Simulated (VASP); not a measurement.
Here is the system:

```
Nb2Si
1.0
    4.23522     0.00000     0.00000
   -2.11761     3.66781     0.00000
    0.00000     0.00000     5.18931
Si Nb
2 4
Direct
  0.33333   0.66667   0.25000
  0.66667   0.33333   0.75000
  0.00000   0.00000   0.00000
  0.00000   0.00000   0.50000
  0.33333   0.66667   0.75000
  0.66667   0.33333   0.25000
```

All values below come from PBE GGA, VASP's PBE PAW potentials (set 64) (plane waves; VASP 6.6.1). Numerical set-up: 300 eV cut-off, 6×6×5 Γ-centred mesh, Gaussian smearing of 0.27 eV, potentials Si Nb_sv.

At this cut-off the stress carries a Pulay error, which pulls relaxed volumes low.

Q: Give the stress tensor in GPa (positive for a compressed cell).

A: 
```
58.58   0.00   0.00
 0.00  58.58   0.00
 0.00   0.00  40.53
```
The pressure is its mean diagonal, 52.56 GPa.

The structure was generated: Nb2Si was put into an ordered model structure, which need not be its known phase. The cell was not relaxed at this level.
